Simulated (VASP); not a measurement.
Consider the following.

```xyz
2
Lattice="4.0151 -2.2198 -0.0165 4.0151 2.2198 -0.0165 2.8028 0.0000 3.6322" Properties=species:S:1:pos:R:3 pbc="T T T"
Bi     2.5656     0.0000     0.8524
Bi     8.2674     0.0000     2.7468
```

These are vdW-DF-cx, VASP's PBE PAW potentials (set 64) (plane waves; VASP) values and carry that method's errors. Numerical set-up: 520 eV cut-off, 10×10×10 Γ-centred mesh, first-order Methfessel-Paxton smearing of 0.10 eV, potentials Bi_d.

Problem. The ions and cell shape at fixed volume are relaxed. What does this cell relax into?

Solution. 
```xyz
2
Lattice="3.9692 -2.2348 -0.0409 3.9692 2.2348 -0.0409 2.7488 0.0000 3.6325" Properties=species:S:1:pos:R:3 pbc="T T T"
Bi     2.5616     0.0000     0.8511
Bi     8.1257     0.0000     2.6997
```
Space group R-3m (166), at a tolerance of 0.03 Å.

Problem. How much energy does the relaxation gain?

Solution. The energy (σ→0) changes by -4.5 meV/atom, in 6 ionic steps.

The compound is Bi in the a7 structure. This cell is one point of a volume scan, at 0.94 of the reference volume. Symmetry was kept, so distortions that lower it aren't found.
